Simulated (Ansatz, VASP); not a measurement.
# MoP2SeS (2H-MoSSe under blue phosphorene, AB): VASP beside Ansatz

Wanted: the spread between two codes on one cell, functional and k mesh. The structure shown is the start of the Ansatz relaxation below; VASP solves that cell, so the two are compared at the walk's first step.

Main program and level: Ansatz 0.2.0; plane waves, with VASP 6.6.1 beside it; single point at LDA.

## Step 1: The structure

The cell holds 5 atoms: 1 Se, 1 Mo, 1 S and 2 P. Its edges and angles: a = 3.265 Å, b = 3.265 Å, c = 46.433 Å, α = 90.0°, β = 90.0°, γ = 120.0°. Vacuum lies along c.

## Step 2: Ansatz: relaxation, LDA

Ansatz runs on its default PAW (the set named soft_2) files.

The two programs are compared at the cell with which this relaxation starts, whose forces are those of its first step.

input.yaml reads:

```yaml
crystal:
  lattice:
    - [3.265, 0.0, 0.0]
    - [-1.6325, 2.8275729434, 0.0]
    - [0.0, 0.0, 46.4330713784]
  atoms:
    - { symbol: Se, position: [0.3333333333, 0.6666666667, 0.4167288406] }
    - { symbol: Mo, position: [0.0, 0.0, 0.4556757681] }
    - { symbol: S, position: [0.3333333333, 0.6666666667, 0.4898032954] }
    - { symbol: P, position: [0.0, 0.0, 0.5565660554] }
    - { symbol: P, position: [0.6666666667, 0.3333333333, 0.5832711594] }
  periodic: [true, true, false]
kpoints:
  mp_grid: { grid: [12, 12, 1] }
hamiltonian:
  xc: lda
scf:
  occupations: { method: fermi_dirac, width: 0.05 }
  convergence: { dr2_threshold: 1.0e-09 }
relax:
  f_tol: 0.004
  max_steps: 90
  cell: {}
output:
  write_potential: true
  write_density: true
  volumetric_format: npy
```

Command:

```bash
$ ansatz run input.yaml --threads 8 --pin off --max-ram 12288MiB --backend cpu --events-out ev --progress --plain --runs-dir out
```

Numbers of over 12 decimals in the logs are rounded to 6 here.

What it wrote:

```text
Warning: relax.cell: scf.convergence.dr2_threshold = 1e-9 eV is looser than the 1.59001814369e-10 eV advised for a relaxation that steers and ends on the stress (1e-10 eV for each atom of the cell: 5, times the square of relax.cell.stress_2d_tol = 0.05 N/m over 17.7 Å (the atoms' height at the walk's start and 5 Å past either face), 2.820e-2 GPa, over a crystal's default 0.05). What an SCF threshold leaves in a stress goes as its square root, and in the free energy as the threshold itself, and one threshold admits the most on a small cell: [figures from the program's tests cut] Set scf.convergence.dr2_threshold to 1.59001814369e-10 eV or tighter. [rest of the remark cut]
Engine: ansatz 0.2.0, aarch64-unknown-linux-gnu
Pseudopotentials: kind: paw
Pseudopotential: Se, paw, valence charge 16, recommended cutoff 420 eV (normal), Se.paw.azcp
Pseudopotential: Mo, paw, valence charge 14, recommended cutoff 420 eV (normal), Mo.paw.azcp
Pseudopotential: S, paw, valence charge 6, recommended cutoff 420 eV (normal), S.paw.azcp
Pseudopotential: P, paw, valence charge 5, recommended cutoff 420 eV (normal), P.paw.azcp
Functional definition: SPW92
  exchange = slater_x
  correlation = pw_c
Crystal: 5 atoms, lattice volume = 428.671 Å³
Basis set: ecut = 420 eV, 8531 PW (Γ)
Bands: 28, of which v1, the nominal top of the filled ones, is band 23 counted from 1 (22 counted from 0)
Symmetry: 6 space group operations
Space group: P3m1 (ITA 156), of the structure as read, at distance tolerance 7.5e-5 Å
k-points: 19 of 144 (time reversal used)
Non-local potential: Se, projectors of the file, l = 0: 2, l = 1: 2, l = 2: 3, l = 3: 1
Non-local potential: Mo, projectors of the file, l = 0: 3, l = 1: 2, l = 2: 2, l = 3: 1
Non-local potential: S, projectors of the file, l = 0: 2, l = 1: 2, l = 2: 2
Non-local potential: P, projectors of the file, l = 0: 2, l = 1: 2, l = 2: 2
PAW form: soft (Blöchl's): semilocal exchange-correlation on the pseudo side does not see the compensation charge
PAW frozen core: Se, regenerated for the run's functional, and the local potential with it (the file was generated under x = pbe(κ = 0.804, μ = 0.219515), c = pbe(β = 0.066725))
PAW frozen core: Mo, regenerated for the run's functional, and the local potential with it (the file was generated under x = pbe(κ = 0.804, μ = 0.219515), c = pbe(β = 0.066725))
PAW frozen core: S, regenerated for the run's functional, and the local potential with it (the file was generated under x = pbe(κ = 0.804, μ = 0.219515), c = pbe(β = 0.066725))
PAW frozen core: P, regenerated for the run's functional, and the local potential with it (the file was generated under x = pbe(κ = 0.804, μ = 0.219515), c = pbe(β = 0.066725))
PAW one-centre angular grid: Se, 590 points (default); XC on 64 Gauss nodes
PAW one-centre angular grid: Mo, 590 points (default); XC on 64 Gauss nodes
PAW one-centre angular grid: S, 110 points (default); XC on 64 Gauss nodes
PAW one-centre angular grid: P, 110 points (default); XC on 64 Gauss nodes
Initial density: superposition of atomic densities (neutral atoms: chi_scale 0, normalization atom), corrected by the library's trained network
Initial wavefunctions: pseudopotential atomic-orbital guess
Functional: x = slater, c = lda
SCF iter   1: F=—  HF=-12549.614037 eV  |F-HF|=—  |Δ(HF+E_count)|=         —  Δρ=4.17e-3  dr2=3.88e-1  ethr=1.77e-3  ⟨swp⟩=14.4  Hψ=4083  notcnv=0
preconditioner: auto → Resta (q_TF=auto, 1.881 Å⁻¹)  ε∞=2.5  [insulator: Δε(μ)=0.938 eV  Ē_g=7.665 eV  σ=0.050 eV  W_gap=1.00  n_scr=26 (ndim 8)  ℏωp=9.5 eV  f_vac=0.747  D(μ)=0.00/eV (n_scr^D=0)  ε∞_Penn≈2.5  vacuum switching on, ρ_ref=4.3e-3 e/Å³]
SCF iter   2: F=—  HF=-12549.691602 eV  |F-HF|=—  |Δ(HF+E_count)|=   7.76e-2  Δρ=5.41e-3  dr2=1.46e0  ethr=8.42e-4  ⟨swp⟩=4.1  Hψ=1083  notcnv=0  defer=1  recentre
SCF iter   3: F=—  HF=-12549.587438 eV  |F-HF|=—  |Δ(HF+E_count)|=   1.04e-1  Δρ=2.13e-3  dr2=3.04e-2  ethr=8.42e-4  ⟨swp⟩=3.5  Hψ=1203  notcnv=0  defer=1
SCF iter   4: F=—  HF=-12549.587188 eV  |F-HF|=—  |Δ(HF+E_count)|=   2.50e-4  Δρ=7.54e-4  dr2=8.62e-3  ethr=6.60e-5  ⟨swp⟩=2.6  Hψ=982  notcnv=0
SCF iter   5: F=—  HF=-12549.586425 eV  |F-HF|=—  |Δ(HF+E_count)|=   7.63e-4  Δρ=2.28e-4  dr2=5.96e-4  ethr=1.87e-5  ⟨swp⟩=3.3  Hψ=886  notcnv=0
[...]
SCF iter   6: F=—  HF=-12549.897085 eV  |F-HF|=—  |Δ(HF+E_count)|=   3.95e-5  Δρ=6.56e-6  dr2=4.81e-7  ethr=1.25e-9  ⟨swp⟩=3.0  Hψ=1165  notcnv=0
SCF iter   7: F=—  HF=-12549.897085 eV  |F-HF|=—  |Δ(HF+E_count)|=   5.26e-8  Δρ=2.49e-6  dr2=3.58e-8  ethr=1.05e-9  ⟨swp⟩=2.6  Hψ=754  notcnv=0
SCF iter   8: F=—  HF=-12549.897085 eV  |F-HF|=—  |Δ(HF+E_count)|=   3.38e-9  Δρ=9.81e-7  dr2=4.05e-9  ethr=7.79e-11  ⟨swp⟩=3.3  Hψ=1113  notcnv=0
SCF iter   9: F=-12549.897085 eV  HF=-12549.897085 eV  |F-HF|=1.49e-10  |Δ(HF+E_count)|=  1.91e-10  Δρ=2.48e-7  dr2=3.51e-10  ethr=2.17e-12  ⟨swp⟩=12.1  Hψ=4341  notcnv=0
SCF 7 converged in 9 iterations: F = -12549.897085 eV  dr2 = 3.51e-10
relax step   7: F+E_penalty+E_count = -12549.89708472 eV  Δ(F+E_penalty+E_count) = -2.860e-5 eV  max|allowed force component| = 1.066e-3 eV/Å  Δτ_max = 0.0060 Å  P = -0.006 N/m  Ω = 411.841 Å³  energy of the carried Pulay correction = +7.708e-4 eV  fix = [c, alpha, beta]  reactions: c -0.000 N/m  (9 SCF iters, accepted)
Initial wavefunctions: pseudopotential atomic-orbital guess (no wavefunctions were taken with the density)
iter 1 solved again at ethr=1.47e-7 eV; its pass at ethr=3.10e-3 eV (dr2=6.77e-5 eV) is discarded
SCF iter   1: F=—  HF=-12549.896463 eV  |F-HF|=—  |Δ(HF+E_count)|=         —  Δρ=1.84e-5  dr2=1.47e-7  ethr=1.47e-7  ⟨swp⟩=6.6  Hψ=6945  notcnv=0
preconditioner: auto → Resta (q_TF=auto, 1.893 Å⁻¹)  ε∞=2.4  [insulator: Δε(μ)=0.921 eV  Ē_g=8.103 eV  σ=0.050 eV  W_gap=1.00  n_scr=26 (ndim 8)  ℏωp=9.7 eV  f_vac=0.754  D(μ)=0.00/eV (n_scr^D=0)  ε∞_Penn≈2.4  vacuum switching on, ρ_ref=4.8e-3 e/Å³]
SCF iter   2: F=—  HF=-12549.896418 eV  |F-HF|=—  |Δ(HF+E_count)|=   4.55e-5  Δρ=9.61e-6  dr2=4.85e-8  ethr=3.20e-10  ⟨swp⟩=4.2  Hψ=1554  notcnv=0
SCF iter   3: F=—  HF=-12549.896418 eV  |F-HF|=—  |Δ(HF+E_count)|=   6.85e-8  Δρ=2.61e-6  dr2=2.00e-8  ethr=1.05e-10  ⟨swp⟩=2.6  Hψ=927  notcnv=0
SCF iter   4: F=—  HF=-12549.896418 eV  |F-HF|=—  |Δ(HF+E_count)|=   6.29e-9  Δρ=1.51e-6  dr2=4.53e-8  ethr=4.34e-11  ⟨swp⟩=3.3  Hψ=1040  notcnv=0
SCF iter   5: F=—  HF=-12549.896418 eV  |F-HF|=—  |Δ(HF+E_count)|=   3.12e-9  Δρ=7.78e-7  dr2=8.63e-9  ethr=4.34e-11  ⟨swp⟩=2.1  Hψ=602  notcnv=0
SCF iter   6: F=-12549.896418 eV  HF=-12549.896418 eV  |F-HF|=1.35e-10  |Δ(HF+E_count)|=  6.51e-10  Δρ=1.75e-7  dr2=3.12e-10  ethr=2.17e-12  ⟨swp⟩=14.7  Hψ=5153  notcnv=0
SCF 8 converged in 6 iterations: F = -12549.896418 eV  dr2 = 3.12e-10
relax step   8: F+E_penalty+E_count = -12549.89641770 eV  Δ(F+E_penalty+E_count) = +6.670e-4 eV  max|allowed force component| = 8.520e-4 eV/Å  Δτ_max = 0.0000 Å  P = -0.015 N/m  Ω = 411.841 Å³  fix = [c, alpha, beta]  reactions: c -0.000 N/m  stress off target by 1.52e-2 N/m on what of the cell is left free  SCF on the basis re-selected at this cell (its energy is not comparable with the rows above)  (6 SCF iters)
basis re-selected at this cell: Δ(F+E_penalty+E_count) = +6.670e-4 eV, ΔP = -0.009 N/m vs the last step (what re-selecting the basis moved, of the pressure what is left beyond the Pulay correction that the steps carried, after the strain that the cell walked since its last selection, with what the two solves' SCF thresholds leave and, on support functions, any second-order correction that the steps lacked; it is no m [...]
WARN: The output density's exchange-correlation potential varies sharply where the density is thin. Do not read a vacuum level from v_tot or v_xc, or from such a field of the output density. On a cell that repeats whose density bears no net charge and no dipole along the vacuum's axis use v_es (v_loc + v_h of the components); under efield.dipole_correction with no amplitude use v_es + v_field, which holds any externa [...]
SCF converged after 6 iterations
Free energy (F): -12549.896418 eV
Harris-Foulkes:  -12549.896418 eV  (|F-HF|=1.35e-10)
Internal energy: -12549.896413 eV  (E = F + TS)
E sigma→0 (E₀):  -12549.896415 eV
Entropy (-TS):   -0.000005 eV (-0.001 meV/atom)
Fermi energy:    -4.709135 eV
--- Per-component energies (eV) ---
  E_band       = -1221.494199
  E_kinetic    = 812.413618
  E_local      = -193199.615822  (includes V_loc(G=0)·N_el)
  E_nonlocal   = -340.768233
  E_hartree    = 96000.592605
  E_xc         = -506.128933
  E_vxc        = -538.592968  (∫ρ·V_xc dr)
  E_paw        = -6565.358187  (= ΣΔE_a)
  E_vpaw       = 43.885693  (= ΣTr[D̂ρ^β])
  E_aug_tail   = -0.000579  (compensation charges beyond the density's cutoff)
  E_ewald      = 91245.891039
  E_core_change = 3.078079  (= ΣΔE_core)
  E_smearing   = -0.000005  (= −TS)
  E_closure    = 0.000000  (closes the sum)
  Σ components = -12549.896418   (vs F -12549.896418, Δ=0.00e0)
--- Forces (eV/Å), atoms counted from 1 ---
  atom   1  Se     0.00000000    -0.00000000    -0.00028027
  atom   2  Mo    -0.00000000    -0.00000000     0.00072627
  atom   3  S      0.00000000    -0.00000000    -0.00080019
  atom   4  P      0.00000000     0.00000000     0.00082864
  atom   5  P      0.00000000    -0.00000000    -0.00059138
  max |Σ_I F_I| component: 1.17e-4 eV/Å
--- 2D stress c σ (N/m, compression-positive) ---
       -0.015214       0.000000      -0.000000
       -0.000000      -0.015214      -0.000000
       -0.000000      -0.000000      -0.000000
  P = ½ c Tr σ = -0.0152 N/m
--- Band table (eV; the first three rows and the last of 19) ---
  k-point 0: bands = [... 19 lower, -6.7137, -5.9302, -5.9302, -5.1487, -2.9885, -2.9885, -2.5748, -2.5748, ... 1 higher]
  k-point 1: bands = [... 19 lower, -6.8666, -6.6512, -6.2066, -5.2357, -3.1473, -2.9555, -2.8945, -2.6398, ... 1 higher]
  k-point 2: bands = [... 19 lower, -7.1169, -6.7924, -6.5815, -5.5800, -3.6391, -3.1207, -3.1004, -2.8982, ... 1 higher]
  k-point 18: bands = [... 19 lower, -8.1239, -7.7950, -7.6641, -5.9223, -4.2280, -4.0552, -3.1769, -2.3419, ... 1 higher]
  the weakly bound empty levels are not read free of the cell's end (no_gap_told)
--- Relaxed structure (7 steps of the walk, 7 accepted, 1 SCFs on fresh bases) ---
  F+E_penalty+E_count = -12549.89641770 eV   max|allowed force component| = 8.520e-4 eV/Å   (the final SCF, on the basis selected at the relaxed cell)
  cell:  # Å, volume = 411.8410 Å³
    - [3.200264, 0, 0]
    - [-1.600132, 2.771510, 0]
    - [0, 0, 46.4330713784]
  atoms:
    - { symbol: Se, position: [0.333333, 0.666667, 0.421700] }
    - { symbol: Mo, position: [-1.0678687986793665e-17, -3.330669073907782e-17, 0.457938] }
    - { symbol: S, position: [0.333333, 0.666667, 0.490610] }
    - { symbol: P, position: [-2.219501548562832e-17, -3.330669073907781e-17, 0.552512] }
    - { symbol: P, position: [0.666667, 0.333333, 0.579286] }
```

## Step 3: VASP: single point, LDA, start cell

The same cell, functional (in two slightly different forms), mesh and smearing now go to VASP, with its own data sets.

Lines of VASP's logs that name or quote its potential files are left out, and so is its time.

INCAR reads:

```
SYSTEM = MoP2SeS
PREC = Accurate
ENCUT = 400
EDIFF = 1E-06
NELM = 120
ISMEAR = -1
SIGMA = 0.05
LREAL = .FALSE.
ALGO = Normal
GGA = CA
NBANDS = 24
LASPH = .TRUE.
LORBIT = 11
LWAVE = .FALSE.
LCHARG = .FALSE.
ISIF = 2
LDIPOL = .TRUE.
IDIPOL = 3
DIPOL = 0.5 0.5 0.5
LVHAR = .TRUE.
GGA_COMPAT = .FALSE.
EFERMI = MIDGAP
NELMDL = -8
KPAR = 2
```

POSCAR reads:

```
MoP2SeS
1.0
    3.2650000000      0.0000000000      0.0000000000
   -1.6325000000      2.8275730000      0.0000000000
    0.0000000000      0.0000000000     46.4330710000
Se Mo S P
1 1 1 2
Direct
    0.3333333923      0.6666667846      0.4167288440
    0.0000000000      0.0000000000      0.4556757618
    0.3333333923      0.6666667846      0.4898032913
    0.0000000000      0.0000000000      0.5565660518
    0.6666666077      0.3333332154      0.5832711560
```

KPOINTS reads:

```
Automatic mesh
0
Gamma
12 12 1
0 0 0
```

Potentials, in the order of the species: Se, Mo_sv, S and P (LDA family, release 64).

Command:

```bash
$ mpirun -np 2 vasp_std
```

What it wrote:

```text
[banner, memory and clock lines left out]
running    2 mpi-ranks, on    1 nodes
 distrk:  each k-point on    1 cores,    2 groups
 distr:  one band on    1 cores,    1 groups

 POSCAR found type information on POSCAR SeMoS P
 POSCAR found :  4 types and       5 ions
 LDA part: xc-table for (Slater(with rela. corr.)+CA(PZ))
 , standard interpolation
 POSCAR, INCAR and KPOINTS ok, starting setup
 FFT: planning ... GRIDC
 FFT: planning ... GRID_SOFT
 FFT: planning ... GRID
 WAVECAR not read
 entering main loop
       N       E                     dE             d eps       ncg     rms          rms(c)
DAV:   1     0.211930576329E+03    0.21193E+03   -0.14154E+04  1216   0.895E+02
DAV:   2    -0.129280067055E+02   -0.22486E+03   -0.21829E+03  1320   0.205E+02
DAV:   3    -0.361224731428E+02   -0.23194E+02   -0.23031E+02  1176   0.648E+01
DAV:   4    -0.366317064838E+02   -0.50923E+00   -0.50558E+00  1248   0.112E+01
DAV:   5    -0.366461883946E+02   -0.14482E-01   -0.14473E-01  1240   0.175E+00
DAV:   6    -0.366466383572E+02   -0.44996E-03   -0.44990E-03  1376   0.280E-01
DAV:   7    -0.366466467628E+02   -0.84055E-05   -0.84053E-05  1272   0.326E-02
DAV:   8    -0.366466468551E+02   -0.92361E-07   -0.92118E-07  1032   0.366E-03    0.195E+01
DAV:   9    -0.357060515182E+02    0.94060E+00   -0.78393E+00  1016   0.192E+01    0.840E+00
DAV:  10    -0.354855914076E+02    0.22046E+00   -0.60400E+00  1016   0.162E+01    0.611E+00
DAV:  11    -0.350863374220E+02    0.39925E+00   -0.11027E+00  1000   0.769E+00    0.165E+00
DAV:  12    -0.350806787383E+02    0.56587E-02   -0.10463E-01  1160   0.213E+00    0.763E-01
DAV:  13    -0.350748744470E+02    0.58043E-02   -0.26282E-02  1088   0.129E+00    0.320E-01
DAV:  14    -0.350743345673E+02    0.53988E-03   -0.77259E-03  1056   0.539E-01    0.109E-01
[...]
DAV:  21    -0.350748270682E+02   -0.51727E-04   -0.45843E-06   872   0.641E-03    0.209E-03
DAV:  22    -0.350748666182E+02   -0.39550E-04   -0.26865E-06   872   0.384E-03    0.115E-03
DAV:  23    -0.350748745226E+02   -0.79044E-05   -0.10285E-07   664   0.151E-03    0.108E-03
DAV:  24    -0.350748890874E+02   -0.14565E-04   -0.37254E-07   744   0.155E-03    0.597E-04
DAV:  25    -0.350748921777E+02   -0.30903E-05   -0.11825E-07   712   0.883E-04    0.492E-04
DAV:  26    -0.350748946816E+02   -0.25039E-05   -0.47953E-08   592   0.704E-04    0.195E-04
DAV:  27    -0.350748960510E+02   -0.13694E-05   -0.20118E-08   528   0.408E-04    0.140E-04
DAV:  28    -0.350748968729E+02   -0.82185E-06   -0.82785E-09   504   0.268E-04
   1 F= -.35074897E+02 E0= -.35074895E+02  d E =-.280661E-05
```

(Continued in part 2 of 2.)

[Lines on the potential files, build, host, timing and source positions are cut from VASP's logs without a mark.]

[Logs are printed without paths, hosts, clocks, repeated set-up lines and the standing remarks that a program may print on its own settings, such as how far it seeks lower states.]

[Hosts, paths, dates, database ids (printed as entryN), source tags and the programs' standing remarks are cut or masked in the printed files.]
